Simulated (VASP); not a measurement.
All values below come from r2SCAN meta-GGA, VASP's PBE PAW potentials (set 64) (plane waves; VASP).

The input files of a VASP run:

**INCAR**
```
ALGO = Normal   # blocked Davidson
ENCUT = 520   # plane-wave cut-off (eV)
LASPH = .TRUE.
SIGMA = 0.05   # width (eV)
ISMEAR = 0   # Gaussian
NELM = 100
EDIFF = 1E-8   # SCF stop (eV)
LMIXTAU = .TRUE.
SYSTEM = KTaO3
LREAL = .FALSE.   # projection in real space or not
NSW = 30   # most ionic steps
ISIF = 2   # forces and stress, cell fixed
LMAXMIX = 6
IBRION = 1   # quasi-Newton
EDIFFG = -0.001   # ionic stop
LWAVE = .FALSE.
LCHARG = .FALSE.
PREC = Accurate
METAGGA = R2SCAN
```

**KPOINTS**
```
Regular mesh
0
gamma
5 5 5
```

**POSCAR**
```
KTaO3
1
    3.9959504024     0.0000000000     0.0000000000
    0.0000000000     3.9959504024     0.0000000000
   -0.0000000000    -0.0000000000     3.9959504024
K Ta O
1 1 3
Direct
  0.5000000000   0.5000000000   0.5000000000
  0.0000000000   0.0000000000   0.0000000000
  0.0000000000   0.5000000000   0.0000000000
  0.5000000000   0.0000000000   0.0000000000
  0.0000000000   0.0000000000   0.5000000000
```

POTCAR, in this order: K_sv Ta_pv O (PBE.64 set). Program: vasp_std.

Output of the run:

### OUTCAR
```
 ion  position               nearest neighbor table
   1  0.500  0.500  0.500-   3 2.83   4 2.83   5 2.83   3 2.83   4 2.83   4 2.83   5 2.83   4 2.83
                             3 2.83   5 2.83   3 2.83   5 2.83   2 3.46   2 3.46   2 3.46   2 3.46
   2  0.000  0.000  0.000-   3 2.00   4 2.00   5 2.00   5 2.00   3 2.00   4 2.00   1 3.46   1 3.46
                             1 3.46   1 3.46   1 3.46   1 3.46   1 3.46   1 3.46
   3  0.000  0.500  0.000-   2 2.00   2 2.00   1 2.83   1 2.83   1 2.83   1 2.83
   4  0.500  0.000  0.000-   2 2.00   2 2.00   1 2.83   1 2.83   1 2.83   1 2.83
   5  0.000  0.000  0.500-   2 2.00   2 2.00   1 2.83   1 2.83   1 2.83   1 2.83
  LATTYP: Found a simple cubic cell.
 ALAT       =     3.9959504024
 Subroutine PRICEL returns:
 Original cell was already a primitive cell.
 Subroutine GETGRP returns: Found 48 space group operations
The static configuration has the point symmetry O_h .
The dynamic configuration has the point symmetry O_h .
 Subroutine INISYM returns: Found 48 space group operations
 Subroutine IBZKPT returns following result:
 Found     10 irreducible k-points:

 Following reciprocal coordinates:
            Coordinates               Weight
  0.000000  0.000000  0.000000      1.000000
  0.200000  0.000000  0.000000      6.000000
  0.400000  0.000000  0.000000      6.000000
  0.200000  0.200000  0.000000     12.000000
...
```

File OSZICAR:
```
       N       E                     dE             d eps       ncg     rms          rms(c)
DAV:   1     0.285531754337E+03    0.28553E+03   -0.21404E+04   460   0.168E+03
DAV:   2    -0.876612740190E+02   -0.37319E+03   -0.36814E+03   573   0.467E+02
DAV:   3    -0.106362437023E+03   -0.18701E+02   -0.18643E+02   627   0.103E+02
DAV:   4    -0.107129637981E+03   -0.76720E+00   -0.76648E+00   771   0.133E+01
DAV:   5    -0.107136530217E+03   -0.68922E-02   -0.68921E-02   605   0.109E+00    0.363E+01
DAV:   6    -0.881564930565E+02    0.18980E+02   -0.29111E+01   594   0.445E+01    0.138E+01
DAV:   7    -0.867254083401E+02    0.14311E+01   -0.18871E+00   664   0.121E+01    0.718E+00
DAV:   8    -0.906987898906E+02   -0.39734E+01   -0.10805E+00   708   0.105E+01    0.927E-01
DAV:   9    -0.868233388323E+02    0.38755E+01   -0.69328E-01   628   0.765E+00    0.465E-01
DAV:  10    -0.870502723978E+02   -0.22693E+00   -0.64667E-02   691   0.210E+00    0.356E-01
DAV:  11    -0.870327142421E+02    0.17558E-01   -0.12162E-03   635   0.311E-01    0.330E-01
DAV:  12    -0.871534017249E+02   -0.12069E+00   -0.36780E-02   530   0.205E+00    0.770E-02
DAV:  13    -0.871592139577E+02   -0.58122E-02   -0.35190E-03   691   0.554E-01    0.779E-02
DAV:  14    -0.871596293039E+02   -0.41535E-03   -0.45185E-04   597   0.214E-01    0.122E-01
DAV:  15    -0.871598621742E+02   -0.23287E-03   -0.12897E-04   753   0.973E-02    0.655E-02
DAV:  16    -0.871598677051E+02   -0.55309E-05   -0.17120E-04   725   0.124E-01    0.185E-02
DAV:  17    -0.871598359825E+02    0.31723E-04   -0.25201E-04   537   0.176E-01    0.122E-02
DAV:  18    -0.871600236265E+02   -0.18764E-03   -0.71571E-05   530   0.906E-02    0.368E-03
DAV:  19    -0.871600265218E+02   -0.28953E-05   -0.22846E-06   681   0.136E-02    0.281E-03
DAV:  20    -0.871600288915E+02   -0.23697E-05   -0.17767E-06   716   0.148E-02    0.345E-03
DAV:  21    -0.871600293005E+02   -0.40903E-06   -0.42270E-07   572   0.644E-03    0.915E-04
DAV:  22    -0.871600292461E+02    0.54376E-07   -0.48990E-08   579   0.213E-03    0.184E-04
DAV:  23    -0.871600292421E+02    0.39959E-08   -0.11568E-08   405   0.117E-03
   1 F= -.87160029E+02 E0= -.87160029E+02  d E =-.871600E+02
```

OUTCAR:
```
------------------------ aborting loop because EDIFF is reached ----------------------------------------
  FORCE on cell =-STRESS in cart. coord.  units (eV):
  Direction    XX          YY          ZZ          XY          YZ          ZX
  --------------------------------------------------------------------------------------
  Total        0.0003771      0.0003771      0.0003771     -0.0000000     -0.0000000      0.0000000
  in kB        0.0094694      0.0094694      0.0094694     -0.0000000     -0.0000000      0.0000000
  external PRESSURE =       0.0094694 kB  Pullay stress =       0.0000000 kB
  volume of cell :       63.81
      direct lattice vectors                 reciprocal lattice vectors
     3.995950402  0.000000000  0.000000000     0.250253356  0.000000000  0.000000000
     0.000000000  3.995950402  0.000000000     0.000000000  0.250253356  0.000000000
     0.000000000  0.000000000  3.995950402     0.000000000  0.000000000  0.250253356
 POSITION                                       TOTAL-FORCE (eV/Angst)
 -----------------------------------------------------------------------------------
      1.99798      1.99798      1.99798         0.000000      0.000000      0.000000
      0.00000      0.00000      0.00000         0.000000      0.000000      0.000000
      0.00000      1.99798      0.00000         0.000000      0.000000      0.000000
      1.99798      0.00000      0.00000         0.000000      0.000000      0.000000
      0.00000      0.00000      1.99798         0.000000      0.000000      0.000000
 -----------------------------------------------------------------------------------
    total drift:                                0.000000     -0.000000      0.000000
  FREE ENERGIE OF THE ION-ELECTRON SYSTEM (eV)
  ---------------------------------------------------
  free  energy   TOTEN  =       -87.1600292421 eV

  energy  without entropy=      -87.1600292421  energy(sigma->0) =      -87.16002924

 reached required accuracy - stopping structural energy minimisation
```
(Selected blocks of OUTCAR.)

The structure comes from a computed database's KTaO3 entry (Pm-3m); how it stands against other phases isn't given here. It was relaxed first. The start is the result of an earlier pass.
